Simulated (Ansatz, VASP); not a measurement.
# BN: VASP beside Ansatz

Aim: how closely do two programs agree when they are given the same cell, functional and k mesh? The cell is taken from a series of runs on this material, whose earlier steps may have relaxed, scaled, displaced or heated it; both programs get it as it stands.

Calculated with Ansatz 0.2.0; plane waves, with VASP 6.6.1 beside it; PBE.

### Step 1. The starting structure

The structure is hexagonal, space group P6_3mc (No. 186). The conventional cell has a = 2.555 Å, b = 2.555 Å, c = 4.225 Å, α = 90.00°, β = 90.00°, γ = 120.00°. Nearest to B lie 4 N at 1.57 to 1.58 Å. Nearest to N lie 4 B at 1.57 to 1.58 Å. Farther neighbours and most contacts between anions are not listed.

### Step 2. VASP: zone-centre phonons, PBE

Second derivatives magnify differences that forces hide, and they need a tight electronic threshold.

Lines of VASP's logs that name or quote its potential files are left out, and so is its time.

INCAR

```
SYSTEM = BN
PREC = Accurate
ENCUT = 600
EDIFF = 1E-08
NELM = 120
ISMEAR = -1
SIGMA = 0.3
LREAL = .FALSE.
ALGO = Normal
GGA = PE
NBANDS = 14
LORBIT = 11
LWAVE = .FALSE.
LCHARG = .FALSE.
ISIF = 2
IBRION = 8
LEPSILON = .TRUE.
LASPH = .TRUE.
GGA_COMPAT = .FALSE.
EFERMI = MIDGAP
KPAR = 2
```

POSCAR

```
BN
1.0
    2.5545414624      0.0000000000      0.0000000000
   -1.2772707312      2.2122978014      0.0000000000
    0.0000000000      0.0000000000      4.2245536780
B N
2 2
Direct
    0.6666666666      0.3333333332      0.9998056316
    0.3333333332      0.6666666666      0.4998056316
    0.6666666666      0.3333333332      0.6251943684
    0.3333333332      0.6666666666      0.1251943684
```

KPOINTS

```
Automatic mesh
0
Gamma
16 16 8
0 0 0
```

The projector-augmented-wave data sets are B and N (PBE family, release 64).

Run with:

```console
> mpirun -np 2 vasp_std
```

Numbers of over 12 decimals in the logs are rounded to 6 here.

The log of the run:

```text
[banner, memory and clock lines left out]
running    2 mpi-ranks, on    1 nodes
 distrk:  each k-point on    1 cores,    2 groups
 distr:  one band on    1 cores,    1 groups

 POSCAR found type information on POSCAR B N
 POSCAR found :  2 types and       4 ions
 LDA part: xc-table for (Slater+PW92), standard interpolation
 POSCAR, INCAR and KPOINTS ok, starting setup
 FFT: planning ... GRIDC
 FFT: planning ... GRID_SOFT
 FFT: planning ... GRID
 WAVECAR not read
 entering main loop
       N       E                     dE             d eps       ncg     rms          rms(c)
DAV:   1     0.541635734359E+02    0.54164E+02   -0.93406E+03  4200   0.125E+03
DAV:   2    -0.336870317027E+02   -0.87851E+02   -0.81710E+02  5806   0.286E+02
DAV:   3    -0.367393983493E+02   -0.30524E+01   -0.30394E+01  5916   0.504E+01
DAV:   4    -0.367530831386E+02   -0.13685E-01   -0.13683E-01  4374   0.362E+00
DAV:   5    -0.367531821704E+02   -0.99032E-04   -0.99027E-04  5754   0.281E-01    0.938E+00
DAV:   6    -0.350007091924E+02    0.17525E+01   -0.35803E+00  5424   0.164E+01    0.443E+00
DAV:   7    -0.348687920545E+02    0.13192E+00   -0.27080E-01  4890   0.477E+00    0.271E+00
DAV:   8    -0.348408836843E+02    0.27908E-01   -0.64088E-02  4650   0.218E+00    0.250E-01
DAV:   9    -0.348396083867E+02    0.12753E-02   -0.25375E-03  5580   0.586E-01    0.129E-01
DAV:  10    -0.348398818943E+02   -0.27351E-03   -0.44657E-04  4896   0.186E-01    0.278E-02
DAV:  11    -0.348398868070E+02   -0.49127E-05   -0.58373E-05  5442   0.694E-02    0.141E-02
DAV:  12    -0.348398877302E+02   -0.92322E-06   -0.76003E-06  5352   0.272E-02    0.232E-03
DAV:  13    -0.348398878701E+02   -0.13985E-06   -0.18447E-07  5178   0.480E-03    0.825E-04
DAV:  14    -0.348398878750E+02   -0.48989E-08   -0.93587E-09  4136   0.107E-03
   1 F= -.34839888E+02 E0= -.34839869E+02  d E =-.379680E-04
 Linear response reoptimize wavefunctions to high precision
DAV:   1    -0.348398878849E+02   -0.98947E-08   -0.67776E-09  5196   0.627E-04
DAV:   2    -0.348398878849E+02    0.10004E-10   -0.95306E-11  2796   0.103E-04
 Linear response G [H, r] |phi>, progress :
  Direction:   1
       N       E                     dE             d eps       ncg     rms
RMM:   1    -0.630025196590E+02   -0.63003E+02    0.78478E+01 10000   0.799E+01
RMM:   2    -0.542556231483E+02    0.87469E+01   -0.40265E+00  7074   0.195E+01
RMM:   3    -0.543067634081E+02   -0.51140E-01   -0.32441E-02  8004   0.154E+00
RMM:   4    -0.543087095554E+02   -0.19461E-02    0.35690E-05  8495   0.203E-01
RMM:   5    -0.543087806390E+02   -0.71084E-04    0.11047E-04  8504   0.294E-02
RMM:   6    -0.543087922225E+02   -0.11584E-04    0.26118E-05  8648   0.472E-03
RMM:   7    -0.543087938331E+02   -0.16105E-05    0.10782E-05  8263   0.927E-04
RMM:   8    -0.543087940691E+02   -0.23606E-06    0.75372E-06  6696   0.243E-04
RMM:   9    -0.543087941108E+02   -0.41667E-07    0.14589E-06  5828   0.149E-04
RMM:  10    -0.543087940883E+02    0.22549E-07   -0.97625E-06  5664   0.135E-04
RMM:  11    -0.543087940332E+02    0.55051E-07   -0.20098E-05  5566   0.134E-04
RMM:  12    -0.543087940426E+02   -0.94362E-08   -0.23772E-06  5528   0.134E-04
RMM:  13    -0.543087940332E+02    0.94672E-08   -0.25043E-05  5328   0.135E-04
 Linear response G [H, r] |phi>, progress :
  Direction:   2
       N       E                     dE             d eps       ncg     rms
RMM:   1    -0.697821474462E+02   -0.69782E+02   -0.21220E+01  9461   0.766E+01
RMM:   2    -0.639523695089E+02    0.58298E+01   -0.26846E+00  7007   0.168E+01
RMM:   3    -0.640048932471E+02   -0.52524E-01   -0.23389E-02  8002   0.125E+00
RMM:   4    -0.640058989201E+02   -0.10057E-02   -0.16299E-03  8461   0.160E-01
RMM:   5    -0.640058077951E+02    0.91125E-04   -0.27340E-04  8401   0.208E-02
RMM:   6    -0.640057894457E+02    0.18349E-04   -0.77380E-05  8537   0.304E-03
RMM:   7    -0.640057853246E+02    0.41211E-05   -0.36024E-05  7942   0.572E-04
RMM:   8    -0.640057847872E+02    0.53743E-06   -0.31723E-05  6303   0.185E-04
RMM:   9    -0.640057845757E+02    0.21153E-06   -0.34893E-05  5550   0.143E-04
RMM:  10    -0.640057847211E+02   -0.14545E-06   -0.41225E-05  5485   0.141E-04
RMM:  11    -0.640057847594E+02   -0.38258E-07   -0.61499E-05  5410   0.141E-04
RMM:  12    -0.640057849662E+02   -0.20679E-06   -0.32967E-05  5237   0.141E-04
 Linear response G [H, r] |phi>, progress :
  Direction:   3
       N       E                     dE             d eps       ncg     rms
RMM:   1    -0.687606944280E+02   -0.68761E+02    0.10870E+01  9676   0.776E+01
RMM:   2    -0.590235066635E+02    0.97372E+01   -0.34544E+00  7009   0.178E+01
RMM:   3    -0.590620584258E+02   -0.38552E-01   -0.28910E-02  7697   0.138E+00
RMM:   4    -0.590633783771E+02   -0.13200E-02   -0.52439E-05  8242   0.180E-01
RMM:   5    -0.590634442094E+02   -0.65832E-04    0.55626E-05  8198   0.253E-02
RMM:   6    -0.590634515013E+02   -0.72919E-05    0.12965E-05  8234   0.398E-03
[...]
Direction:   3
       N       E                     dE             d eps       ncg     rms          rms(c)
RMM:   1    -0.250571408110E+00   -0.25057E+00   -0.79265E-01  8414   0.286E+00
RMM:   2    -0.252317986772E+00   -0.17466E-02   -0.18128E-03  7009   0.301E-01
RMM:   3    -0.252332624419E+00   -0.14638E-04   -0.12569E-05  7286   0.223E-02
[...]
RMM:   2    -0.252317986798E+00   -0.17466E-02   -0.18128E-03  7009   0.301E-01    0.859E-01
RMM:   3    -0.250846620393E+00    0.14714E-02   -0.23367E-03  7217   0.351E-01    0.517E-01
RMM:   4    -0.264431567515E+00   -0.13585E-01   -0.35238E-03  7345   0.444E-01    0.610E-02
RMM:   5    -0.265943789232E+00   -0.15122E-02   -0.74466E-05  7386   0.695E-02    0.624E-03
RMM:   6    -0.266034757028E+00   -0.90968E-04   -0.10102E-06  7736   0.836E-03    0.302E-03
RMM:   7    -0.266080182295E+00   -0.45425E-04   -0.18324E-07  7561   0.407E-03    0.388E-04
RMM:   8    -0.266093263262E+00   -0.13081E-04   -0.42643E-09  7902   0.773E-04    0.848E-05
RMM:   9    -0.266093515303E+00   -0.25204E-06   -0.20980E-11  6677   0.207E-04    0.216E-05
RMM:  10    -0.266093482564E+00    0.32739E-07   -0.36130E-11  4464   0.399E-05    0.425E-06
 change of polarisation eV/A/(eV/A) component  3 :    -0.048    -0.027     0.492
 dielectric tensor                  component  3 :    -0.365    -0.203     4.731
 Linear response DOF=           4
 Linear response progress:
  Degree of freedom:   1/  4
       N       E                     dE             d eps       ncg     rms          rms(c)
RMM:   1    -0.411232663489E-01   -0.41123E-01   -0.16501E-04 73819   0.156E+00
RMM:   2    -0.363682933676E-01    0.47550E-02   -0.25452E-03 48597   0.384E-01    0.140E-01
RMM:   3    -0.362717488095E-01    0.96545E-04   -0.35344E-04 52204   0.876E-02    0.794E-02
RMM:   4    -0.365133091598E-01   -0.24156E-03   -0.29897E-04 49170   0.932E-02    0.859E-03
RMM:   5    -0.364766836364E-01    0.36626E-04   -0.59480E-06 53203   0.140E-02    0.137E-03
RMM:   6    -0.364713356304E-01    0.53480E-05    0.10718E-06 54156   0.157E-03    0.772E-04
RMM:   7    -0.364647666394E-01    0.65690E-05    0.10159E-06 53621   0.128E-03    0.689E-05
RMM:   8    -0.364653791114E-01   -0.61247E-06    0.42278E-07 55332   0.148E-04    0.359E-05
RMM:   9    -0.364652603364E-01    0.11878E-06    0.23826E-07 54851   0.630E-05    0.307E-06
RMM:  10    -0.364652681259E-01   -0.77895E-08    0.58737E-08 55146   0.106E-05    0.152E-06
 first order change of Fermi-energy  -0.37124E-05
 force on displaced ion       1 direction 1 : -24.560   0.001   0.000
 Born effective charge ion    1 direction 1 :   1.848   0.000  -0.000
 Linear response progress:
  Degree of freedom:   2/  4
       N       E                     dE             d eps       ncg     rms          rms(c)
RMM:   1    -0.585279555715E-01   -0.58528E-01    0.41597E-02 16543   0.208E+00
RMM:   2    -0.466184760580E-01    0.11909E-01   -0.11390E-03  9792   0.579E-01    0.146E-01
RMM:   3    -0.465471738559E-01    0.71302E-04   -0.29093E-04 10515   0.131E-01    0.807E-02
RMM:   4    -0.464779990573E-01    0.69175E-04   -0.39074E-05 10520   0.820E-02    0.281E-02
RMM:   5    -0.464965733566E-01   -0.18574E-04   -0.47229E-05 10521   0.339E-02    0.538E-03
RMM:   6    -0.464913039027E-01    0.52695E-05   -0.44501E-05 10578   0.861E-03    0.162E-03
RMM:   7    -0.464838250355E-01    0.74789E-05    0.72149E-06 11029   0.235E-03    0.508E-04
RMM:   8    -0.464846085951E-01   -0.78356E-06   -0.34239E-06 10936   0.857E-04    0.135E-04
RMM:   9    -0.464844167314E-01    0.19186E-06   -0.14141E-06 11123   0.289E-04    0.239E-05
RMM:  10    -0.464843440682E-01    0.72663E-07   -0.44437E-07 11280   0.476E-05    0.897E-06
RMM:  11    -0.464843362720E-01    0.77962E-08   -0.92295E-08 11205   0.246E-05    0.242E-06
 first order change of Fermi-energy   0.16000E+01
 force on displaced ion       1 direction 3 :   0.000   0.000 -34.418
 Born effective charge ion    1 direction 3 :   0.000   0.000   1.947
 Linear response progress:
  Degree of freedom:   3/  4
       N       E                     dE             d eps       ncg     rms          rms(c)
RMM:   1    -0.234439626806E+00   -0.23444E+00    0.12904E-01 61752   0.340E+00
RMM:   2    -0.228424152081E+00    0.60155E-02   -0.37579E-03 49898   0.587E-01    0.221E-01
RMM:   3    -0.229542810350E+00   -0.11187E-02   -0.57924E-04 47986   0.185E-01    0.119E-01
RMM:   4    -0.231673509132E+00   -0.21307E-02   -0.53853E-04 44950   0.176E-01    0.237E-02
RMM:   5    -0.231725843407E+00   -0.52334E-04   -0.14319E-06 53778   0.382E-02    0.994E-04
RMM:   6    -0.231729796602E+00   -0.39532E-05    0.19814E-06 55376   0.344E-03    0.611E-04
RMM:   7    -0.231726111673E+00    0.36849E-05    0.23524E-07 55745   0.883E-04    0.104E-04
RMM:   8    -0.231727501287E+00   -0.13896E-05    0.24581E-07 53690   0.184E-04    0.258E-05
RMM:   9    -0.231727370424E+00    0.13086E-06   -0.10806E-07 56445   0.605E-05    0.418E-06
RMM:  10    -0.231727407939E+00   -0.37515E-07    0.28447E-08 57357   0.172E-05    0.144E-06
RMM:  11    -0.231727401173E+00    0.67662E-08    0.24235E-08 52631   0.939E-06    0.265E-07
 first order change of Fermi-energy  -0.18481E-04
 force on displaced ion       3 direction 1 : -24.869  -0.000   0.000
 Born effective charge ion    3 direction 1 :  -1.847   0.000   0.000
 Linear response progress:
  Degree of freedom:   4/  4
       N       E                     dE             d eps       ncg     rms          rms(c)
RMM:   1    -0.262231926569E+00   -0.26223E+00    0.21467E-01 12407   0.352E+00
RMM:   2    -0.257054429267E+00    0.51775E-02   -0.11432E-02 10061   0.643E-01    0.225E-01
RMM:   3    -0.256750380334E+00    0.30405E-03   -0.18623E-03 10391   0.262E-01    0.110E-01
RMM:   4    -0.257818260596E+00   -0.10679E-02   -0.38404E-04 10233   0.125E-01    0.408E-02
RMM:   5    -0.258254411675E+00   -0.43615E-03   -0.84039E-05 10568   0.418E-02    0.118E-02
RMM:   6    -0.258308130168E+00   -0.53718E-04   -0.70674E-06 11130   0.103E-02    0.261E-03
RMM:   7    -0.258308308662E+00   -0.17849E-06    0.17387E-06 11193   0.306E-03    0.453E-04
RMM:   8    -0.258302450678E+00    0.58580E-05    0.30159E-08 10753   0.933E-04    0.199E-04
RMM:   9    -0.258303140607E+00   -0.68993E-06   -0.81167E-08 11426   0.324E-04    0.213E-05
RMM:  10    -0.258303154767E+00   -0.14160E-07    0.60958E-08 11660   0.497E-05    0.836E-06
RMM:  11    -0.258303198111E+00   -0.43344E-07    0.63436E-09 11556   0.268E-05    0.161E-06
RMM:  12    -0.258303212492E+00   -0.14381E-07    0.16440E-09 10939   0.854E-06    0.584E-07
RMM:  13    -0.258303213048E+00   -0.55662E-09    0.81814E-09  9706   0.672E-06    0.167E-07
 first order change of Fermi-energy  -0.16000E+01
 force on displaced ion       3 direction 3 :   0.000  -0.000 -36.884
 Born effective charge ion    3 direction 3 :   0.000   0.000  -1.946
 Born effective charges drift removed
 Linear response finished
```

(Part 1 of 3 ends here.)

[Lines on the potential files, build, host, timing and source positions are cut from VASP's logs without a mark.]

[Logs are printed without paths, hosts, clocks, repeated set-up lines and the standing remarks that a program may print on its own settings, such as how far it seeks lower states.]

[Hosts, paths, dates, database ids (printed as entryN), source tags and the programs' standing remarks are cut or masked in the printed files.]
